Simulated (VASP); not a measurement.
```
CELL_PARAMETERS angstrom
     -1.88553     1.88553     1.88553
      1.88553    -1.88553     1.88553
      1.88553     1.88553    -1.88553
ATOMIC_POSITIONS crystal
  Sn 0.00000 0.00000 0.00000
```

All values below come from r2SCAN meta-GGA, VASP's PBE PAW potentials (set 64) (plane waves; VASP). Settings: 400 eV cut-off, 15×15×15 Γ-centred mesh, tetrahedra with Blöchl corrections, potentials Sn_d.

Unless said otherwise, spin-orbit coupling is left out, though it shifts the bands of the heavy elements here.

Question: Estimate the energy per atom (σ→0), band gap (over mesh and band path) with the smallest direct gap where there is one.

Answer: 
```
Property                                                              Result
----------------------------------  ----------------------------------------
band gap (over mesh and band path)  none (metal, semimetal or under 0.01 eV)
energy per atom (σ→0)                                        -24.499 eV/atom
```

Only differences to runs with the same potentials and settings are physical.

The structure was generated: Sn was put into the bcc type (Im-3m), which need not be its known phase. It was relaxed first.
